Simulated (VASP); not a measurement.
All values below come from r2SCAN+rVV10, VASP's PBE PAW potentials (set 64) (plane waves; VASP).

Gaps are without spin-orbit coupling.

### Question
Order these relaxed crystals by band gap, smallest first: SiC, F-43m (216); NaF, Fm-3m (225); CsH, Fm-3m (225); GaSb, F-43m (216).

### Answer
GaSb, F-43m (216) (0.50 eV), SiC, F-43m (216) (1.69 eV), CsH, Fm-3m (225) (2.52 eV), NaF, Fm-3m (225) (7.41 eV)
